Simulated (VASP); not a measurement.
Data:

```yaml
crystal:
  lattice:
    - [4.04355, 0.00000, 0.00000]
    - [0.00000, 4.04355, 0.00000]
    - [0.00000, 0.00000, 4.04355]
  atoms:
    - { symbol: Ba, position: [0.00000, 0.00000, 0.00000] }
    - { symbol: Ti, position: [0.50000, 0.50000, 0.50000] }
    - { symbol: O, position: [0.50000, 0.00000, 0.50000] }
    - { symbol: O, position: [0.00000, 0.50000, 0.50000] }
    - { symbol: O, position: [0.50000, 0.50000, 0.00000] }
```

Computed with MS2 meta-GGA, VASP's PBE PAW potentials (set 64) (plane waves; VASP). Numerical set-up: 520 eV cut-off, 6×6×6 Γ-centred mesh, Gaussian smearing of 0.050 eV, potentials Ba_sv Ti_sv O.

Unless said otherwise, spin-orbit coupling is left out, though it shifts the bands of the heavy elements here.

Q: What does the run give for the energy per atom (σ→0), pressure, band gap (on the k-mesh) with the smallest direct gap where there is one?

A: 
The band gap (on the k-mesh) is 2.02 eV and the smallest direct gap (on the k-mesh) comes out as 2.22 eV. The energy per atom (σ→0) is -9.237 eV/atom and the pressure comes out as -5.08 GPa.

Only differences to runs with the same potentials and settings are physical.

The compound is BaTiO3 in the cubic perovskite structure, the ideal cubic form; the compound distorts at low or room temperature. This cell is one point of a volume scan, at 1.03 of the reference volume.
